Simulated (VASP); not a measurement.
These are r2SCAN meta-GGA, VASP's PBE PAW potentials (set 64) (plane waves; VASP) values and carry that method's errors.

Input for VASP

File KPOINTS_OPT:
```
k-points along high-symmetry lines
6
Line-mode
Reciprocal
  0.000000   0.000000   0.000000 ! GAMMA
  0.500000   0.000000   0.000000 ! M

  0.500000   0.000000   0.000000 ! M
  0.333333   0.333333   0.000000 ! K

  0.333333   0.333333   0.000000 ! K
  0.000000   0.000000   0.000000 ! GAMMA

  0.000000   0.000000   0.000000 ! GAMMA
  0.000000   0.000000   0.500000 ! A

  0.000000   0.000000   0.500000 ! A
  0.500000   0.000000   0.500000 ! L

  0.500000   0.000000   0.500000 ! L
  0.333333   0.333333   0.500000 ! H

  0.333333   0.333333   0.500000 ! H
  0.000000   0.000000   0.500000 ! A

  0.500000   0.000000   0.500000 ! L
  0.500000   0.000000   0.000000 ! M

  0.333333   0.333333   0.500000 ! H
  0.333333   0.333333   0.000000 ! K
```

POSCAR:
```
TaN
2.9403570
  0.9999999720  -0.0000000056   0.0000000000
 -0.5000001658   0.8660255204   0.0000000000
  0.0000000000   0.0000000000   0.9825821560
Ta N
1 1
direct
  0.0000000000   0.0000000000   0.0000000000
  0.6666670000   0.3333330000   0.5000000000
```

KPOINTS:
```
Regular mesh
0
Gamma
16 16 14
```

**INCAR**
```
# general
SYSTEM =TaN
PREC   =Accurate
ENCUT  =520
LREAL  =.FALSE.
LASPH  =.TRUE.

# electronic loop
EDIFF  =1E-7
NELM   =100
ALGO   =Normal
LMAXMIX=6
LMIXTAU=.TRUE.

# smearing
ISMEAR =-5

# functional
METAGGA=R2SCAN

# ions
ISIF   =2

# output
LWAVE  =.FALSE.
LCHARG =.FALSE.
LORBIT =11
NEDOS  =601
```

POTCAR, in this order: Ta_pv N (PBE.64 set). Program: vasp_std.

Unless said otherwise, spin-orbit coupling is left out, though it shifts the bands of the heavy elements here.

Predict the energy per atom (σ→0), band gap (over mesh and band path).

- energy per atom (σ→0) = -30.198 eV/atom
- band gap (over mesh and band path) = none (metal, semimetal or under 0.01 eV)

File OSZICAR:
```
...
DAV:  17    -0.603958536074E+02    0.99963E-05   -0.52394E-07  5868   0.947E-03    0.689E-04
DAV:  18    -0.603958552467E+02   -0.16393E-05   -0.33865E-08  3004   0.250E-03    0.510E-04
DAV:  19    -0.603958550671E+02    0.17959E-06   -0.10913E-08  2976   0.120E-03    0.120E-04
DAV:  20    -0.603958554832E+02   -0.41610E-06   -0.46414E-09  2956   0.656E-04    0.854E-05
DAV:  21    -0.603958552187E+02    0.26449E-06   -0.64038E-10  2936   0.330E-04    0.441E-05
DAV:  22    -0.603958552625E+02   -0.43779E-07   -0.94083E-11  2956   0.108E-04
   1 F= -.60395855E+02 E0= -.60395855E+02  d E =0.000000E+00
       N       E                     dE             ncg
```

The structure was generated: TaN was put into the WC type (P-6m2), which need not be its known phase. It was relaxed first, which changed the volume by +10 %.
